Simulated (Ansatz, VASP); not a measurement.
# Sb: VASP beside Ansatz

Aim: how closely do two programs agree when they are given the same cell, functional and k mesh? The cell is taken from a series of runs on this material, whose earlier steps may have relaxed, scaled, displaced or heated it; both programs get it as it stands.

Program: Ansatz 0.2.0. Level of theory: plane waves, with VASP 6.6.1 beside it; zone-centre phonons at PBEsol. Results are calculated unless marked as measured.

## 1. Starting point

The cell holds 2 atoms: 2 Sb. Cell: a = 4.043 Å, b = 4.043 Å, c = 27.080 Å, α = 90.0°, β = 90.0°, γ = 120.0°. Vacuum lies along c.

Structure file:

```xyz
2
Lattice="4.0430 0.0000 0.0000 -2.0215 3.5014 0.0000 0.0000 0.0000 27.0800" Properties=species:S:1:pos:R:3
Sb    0.0000    2.3342   10.8170
Sb    2.0215    1.1671    9.1830
```

## 2. VASP: zone-centre phonons, PBEsol

Second derivatives magnify differences that forces hide, and they need a tight electronic threshold.

Lines of VASP's logs that name or quote its potential files are left out, and so is its time.

Contents of INCAR:

```
SYSTEM = Sb
PREC = Accurate
ENCUT = 500
EDIFF = 1E-08
NELM = 120
ISMEAR = 0
SIGMA = 0.01
LREAL = .FALSE.
ALGO = Normal
GGA = PS
NBANDS = 11
LORBIT = 11
LWAVE = .FALSE.
LCHARG = .FALSE.
ISIF = 2
IBRION = 8
LASPH = .TRUE.
GGA_COMPAT = .FALSE.
EFERMI = MIDGAP
NELMDL = -8
KPAR = 2
```

Contents of POSCAR:

```
Sb
1.0
    4.0430158215      0.0000000000      0.0000000000
   -2.0215079107      3.5013544093      0.0000000000
    0.0000000000      0.0000000000     27.0800000000
Sb
2
Direct
    0.3333333334      0.6666666668      0.3994468957
    0.6666666668      0.3333333334      0.3391055415
```

Contents of KPOINTS:

```
Automatic mesh
0
Gamma
9 9 1
0 0 0
```

PAW data sets: Sb (PBE family, release 64).

Command:

```sh
$ mpirun -np 2 vasp_std
```

Numbers of over 12 decimals in the logs are rounded to 6 here.

What it wrote:

```text
[banner, memory and clock lines left out]
running    2 mpi-ranks, on    1 nodes
 distrk:  each k-point on    1 cores,    2 groups
 distr:  one band on    1 cores,    1 groups

 POSCAR found type information on POSCAR Sb
 POSCAR found :  1 types and       2 ions
|                                                                             |
|               ----> ADVICE to this user running VASP <----                  |
|                                                                             |
|     You enforced a specific xc type in the INCAR file but a different       |
|     [... a line on the potential file left out ...]
|     I HOPE YOU KNOW WHAT YOU ARE DOING!                                     |
|                                                                             |

 LDA part: xc-table for (Slater+PW92), standard interpolation
 POSCAR, INCAR and KPOINTS ok, starting setup
 FFT: planning ... GRIDC
 FFT: planning ... GRID_SOFT
 FFT: planning ... GRID
 WAVECAR not read
 entering main loop
       N       E                     dE             d eps       ncg     rms          rms(c)
DAV:   1     0.564755426501E+02    0.56476E+02   -0.23988E+03   264   0.530E+02
DAV:   2    -0.384445434714E+01   -0.60320E+02   -0.54182E+02   425   0.848E+01
DAV:   3    -0.874258487768E+01   -0.48981E+01   -0.48897E+01   398   0.330E+01
DAV:   4    -0.879979993142E+01   -0.57215E-01   -0.57208E-01   326   0.460E+00
DAV:   5    -0.880187221009E+01   -0.20723E-02   -0.20723E-02   384   0.100E+00
DAV:   6    -0.880195781568E+01   -0.85606E-04   -0.85606E-04   331   0.149E-01
DAV:   7    -0.880195947606E+01   -0.16604E-05   -0.16604E-05   399   0.202E-02
DAV:   8    -0.880195952833E+01   -0.52265E-07   -0.52161E-07   353   0.284E-03    0.297E+00
DAV:   9    -0.875872219248E+01    0.43237E-01   -0.18208E-02   297   0.615E-01    0.183E+00
DAV:  10    -0.873175379271E+01    0.26968E-01   -0.44795E-02   314   0.995E-01    0.105E-01
DAV:  11    -0.873179441254E+01   -0.40620E-04   -0.21897E-03   309   0.251E-01    0.359E-02
DAV:  12    -0.873165129040E+01    0.14312E-03   -0.23094E-04   360   0.802E-02    0.209E-02
DAV:  13    -0.873159950032E+01    0.51790E-04   -0.15067E-04   290   0.484E-02    0.128E-02
DAV:  14    -0.873163641259E+01   -0.36912E-04   -0.52573E-05   302   0.276E-02    0.887E-03
[...]
DAV:  18    -0.873195239686E+01   -0.17241E-04   -0.12605E-06   370   0.287E-03    0.724E-04
DAV:  19    -0.873196418803E+01   -0.11791E-04   -0.42895E-07   328   0.170E-03    0.251E-04
DAV:  20    -0.873197161612E+01   -0.74281E-05   -0.30256E-07   279   0.122E-03    0.114E-04
DAV:  21    -0.873197237942E+01   -0.76329E-06   -0.60575E-09   394   0.232E-04    0.816E-05
DAV:  22    -0.873197313558E+01   -0.75617E-06   -0.18263E-08   320   0.289E-04    0.298E-05
DAV:  23    -0.873197321575E+01   -0.80170E-07   -0.24466E-10   370   0.726E-05    0.126E-05
DAV:  24    -0.873197324257E+01   -0.26815E-07    0.52956E-10   295   0.337E-05    0.296E-06
DAV:  25    -0.873197324774E+01   -0.51740E-08    0.73989E-10   257   0.100E-05
   1 F= -.87319732E+01 E0= -.87319732E+01  d E =0.000000E+00
 Linear response reoptimize wavefunctions to high precision
DAV:   1    -0.873197324883E+01   -0.10908E-08    0.75069E-10   270   0.537E-06
DAV:   2    -0.873197324882E+01    0.88676E-11    0.74059E-10   230   0.859E-07
 Linear response DOF=           2
 Linear response progress:
  Degree of freedom:   1/  2
       N       E                     dE             d eps       ncg     rms          rms(c)
RMM:   1    -0.235638515636E-01   -0.23564E-01    0.19088E-02  1910   0.115E+00
RMM:   2    -0.229886394653E-01    0.57521E-03   -0.17447E-03  1431   0.246E-01    0.486E-02
RMM:   3    -0.229660472962E-01    0.22592E-04   -0.76665E-05  1427   0.542E-02    0.268E-02
RMM:   4    -0.229409373445E-01    0.25110E-04   -0.99580E-06  1509   0.209E-02    0.452E-03
RMM:   5    -0.229368824537E-01    0.40549E-05   -0.11421E-06  1580   0.619E-03    0.152E-03
RMM:   6    -0.229330940933E-01    0.37884E-05   -0.29252E-07  1624   0.192E-03    0.362E-04
RMM:   7    -0.229323625406E-01    0.73155E-06   -0.74346E-08  1696   0.595E-04    0.162E-04
RMM:   8    -0.229319681621E-01    0.39438E-06   -0.62583E-10  1654   0.258E-04    0.198E-05
RMM:   9    -0.229320516872E-01   -0.83525E-07    0.20685E-10  1743   0.786E-05    0.147E-05
RMM:  10    -0.229320564316E-01   -0.47444E-08    0.42989E-09  1579   0.404E-05    0.212E-06
 first order change of Fermi-energy  -0.99038E+00
 force on displaced ion       1 direction 1 :  -6.254  -0.001  -0.000
 Linear response progress:
  Degree of freedom:   2/  2
       N       E                     dE             d eps       ncg     rms          rms(c)
RMM:   1    -0.436614240974E-01   -0.43661E-01    0.26673E-02   516   0.117E+00
RMM:   2    -0.429977722915E-01    0.66365E-03   -0.17736E-03   445   0.245E-01    0.762E-02
RMM:   3    -0.427248852572E-01    0.27289E-03   -0.18481E-04   484   0.713E-02    0.437E-02
RMM:   4    -0.425190131859E-01    0.20587E-03   -0.14702E-04   490   0.515E-02    0.139E-02
RMM:   5    -0.425035890609E-01    0.15424E-04   -0.74429E-06   491   0.145E-02    0.848E-03
RMM:   6    -0.425187121764E-01   -0.15123E-04   -0.17429E-06   496   0.681E-03    0.366E-03
RMM:   7    -0.425248841242E-01   -0.61719E-05   -0.39135E-07   489   0.294E-03    0.782E-04
RMM:   8    -0.425338352597E-01   -0.89511E-05   -0.93345E-07   490   0.312E-03    0.932E-04
RMM:   9    -0.425354827793E-01   -0.16475E-05   -0.43676E-08   499   0.690E-04    0.504E-04
RMM:  10    -0.425394923109E-01   -0.40095E-05   -0.25053E-07   487   0.119E-03    0.318E-04
RMM:  11    -0.425398154263E-01   -0.32312E-06   -0.13172E-08   512   0.285E-04    0.224E-04
RMM:  12    -0.425400989264E-01   -0.28350E-06   -0.97493E-08   524   0.593E-04    0.570E-05
RMM:  13    -0.425402156700E-01   -0.11674E-06   -0.86062E-09   524   0.168E-04    0.467E-05
RMM:  14    -0.425403947064E-01   -0.17904E-06   -0.20909E-08   532   0.242E-04    0.229E-05
RMM:  15    -0.425403739632E-01    0.20743E-07   -0.19057E-10   500   0.539E-05    0.169E-05
RMM:  16    -0.425404321332E-01   -0.58170E-07   -0.58123E-10   523   0.659E-05    0.806E-06
RMM:  17    -0.425404551494E-01   -0.23016E-07    0.96108E-10   517   0.180E-05    0.411E-06
RMM:  18    -0.425404392586E-01    0.15891E-07    0.10393E-09   510   0.136E-05    0.186E-06
RMM:  19    -0.425404468862E-01   -0.76276E-08    0.43625E-10   457   0.407E-06    0.101E-06
 first order change of Fermi-energy   0.21629E+01
 force on displaced ion       1 direction 3 :   0.000   0.000  -9.801
 Linear response finished
```

Parts of OUTCAR (step 2):

```text
ion  position               nearest neighbor table
   1  0.333  0.667  0.399-   2 2.85   2 2.85   2 2.85
   2  0.667  0.333  0.339-   1 2.85   1 2.85   1 2.85

  LATTYP: Found a hexagonal cell.
 ALAT       =     4.0430158215
 C/A-ratio  =     6.6979703260

 Subroutine GETGRP returns: Found 12 space group operations
 (whereof  6 operations were pure point group operations)

The static configuration has the point symmetry C_3v.
 The point group associated with its full space group is D_3d.

 Found     12 irreducible k-points:

   k-points           NKPTS =     12   k-points in BZ     NKDIM =     12   number of bands    NBANDS=     11

   dimension x,y,z NGX =    30 NGY =   30 NGZ =  200
   dimension x,y,z NGXF=    60 NGYF=   60 NGZF=  400

   ENCUT  =  500.0 eV  36.75 Ry    6.06 a.u.   7.37  7.37 49.37*2*pi/ulx,y,z

   NELECT =      10.0000    total number of electrons

 k-points in reciprocal lattice and weights: Automatic mesh
   0.00000000  0.00000000  0.00000000       0.012
   0.11111111  0.00000000  0.00000000       0.074
   0.22222222 -0.00000000  0.00000000       0.074
   0.33333333  0.00000000  0.00000000       0.074
   0.44444444 -0.00000000  0.00000000       0.074
   0.11111111  0.11111111  0.00000000       0.074
   0.22222222  0.11111111  0.00000000       0.148
   0.33333333  0.11111111  0.00000000       0.148
   0.44444444  0.11111111  0.00000000       0.074
   0.22222222  0.22222222  0.00000000       0.074
   0.33333333  0.22222222  0.00000000       0.148
   0.33333333  0.33333333  0.00000000       0.025

 average (electrostatic) potential at core
       1 -95.0460       2 -95.0460

  Total        0.0867181      0.0867181      0.1928278      0.0000000      0.0000000     -0.0000000
  in kB        0.3624351      0.3624351      0.8059163      0.0000000      0.0000000     -0.0000000
  external PRESSURE =       0.5102621 kB  Pullay stress =       0.0000000 kB

  energy-cutoff  :      500.00
  volume of cell :      383.35
      direct lattice vectors                 reciprocal lattice vectors
     4.043015822  0.000000000  0.000000000     0.247340115  0.142801882  0.000000000
    -2.021507911  3.501354409  0.000000000     0.000000000  0.285603764  0.000000000
     0.000000000  0.000000000 27.080000000     0.000000000  0.000000000  0.036927622

 POSITION                                       TOTAL-FORCE (eV/Angst)
 -----------------------------------------------------------------------------------
      0.00000      2.33424     10.81702         0.000000      0.000000      0.119367
      2.02151      1.16712      9.18298         0.000000      0.000000     -0.119367
 -----------------------------------------------------------------------------------
    total drift:                               -0.000000     -0.000000     -0.000000

 Eigenvectors and eigenvalues of the dynamical matrix
 ----------------------------------------------------

   1 f  =    6.272986 THz    39.414331 2PiTHz  209.244275 cm-1    25.942972 meV
             X         Y         Z           dx          dy          dz
      0.000000  2.334236 10.817022    -0.000000    0.000000   -0.707107
      2.021508  1.167118  9.182978     0.000000    0.000000    0.707107

   2 f  =    5.010789 THz    31.483716 2PiTHz  167.141928 cm-1    20.722949 meV
             X         Y         Z           dx          dy          dz
      0.000000  2.334236 10.817022     0.590266    0.389340    0.000000
      2.021508  1.167118  9.182978    -0.590266   -0.389340    0.000000

   3 f  =    5.010789 THz    31.483716 2PiTHz  167.141928 cm-1    20.722949 meV
             X         Y         Z           dx          dy          dz
      0.000000  2.334236 10.817022     0.389340   -0.590266    0.000000
      2.021508  1.167118  9.182978    -0.389340    0.590266    0.000000

   4 f  =    0.000000 THz     0.000000 2PiTHz    0.000002 cm-1     0.000000 meV
             X         Y         Z           dx          dy          dz
      0.000000  2.334236 10.817022     0.654344    0.268018    0.000000
      2.021508  1.167118  9.182978     0.654344    0.268018    0.000000

   5 f/i=    0.000000 THz     0.000000 2PiTHz    0.000001 cm-1     0.000000 meV
             X         Y         Z           dx          dy          dz
      0.000000  2.334236 10.817022    -0.268018    0.654344    0.000000
      2.021508  1.167118  9.182978    -0.268018    0.654344    0.000000

   6 f/i=    0.000000 THz     0.000000 2PiTHz    0.000001 cm-1     0.000000 meV
             X         Y         Z           dx          dy          dz
      0.000000  2.334236 10.817022     0.000000    0.000000    0.707107
      2.021508  1.167118  9.182978    -0.000000    0.000000    0.707107

 ELASTIC MODULI CONTR FROM IONIC RELAXATION (kBar)
 Direction    XX          YY          ZZ          XY          YZ          ZX
 --------------------------------------------------------------------------------
 XX         -35.9326    -12.6580    -51.1927     -0.0000    -26.8323     -0.0000
 YY         -12.6580    -35.9326    -51.1927     -0.0000     26.8323      0.0000
 ZZ         -51.1927    -51.1927   -107.8683     -0.0000      0.0000      0.0000
 XY          -0.0000     -0.0000     -0.0000    -11.6373      0.0000    -27.6657
 YZ         -26.8323     26.8323      0.0000      0.0000    -61.8676     -0.0000
 ZX          -0.0000      0.0000      0.0000    -27.6657     -0.0000    -65.7704
 --------------------------------------------------------------------------------
```

(Continued in part 2 of 2.)

[Lines on the potential files, build, host, timing and source positions are cut from VASP's logs without a mark.]

[Logs are printed without paths, hosts, clocks, repeated set-up lines and the standing remarks that a program may print on its own settings, such as how far it seeks lower states.]

[Hosts, paths, dates, database ids (printed as entryN), source tags and the programs' standing remarks are cut or masked in the printed files.]
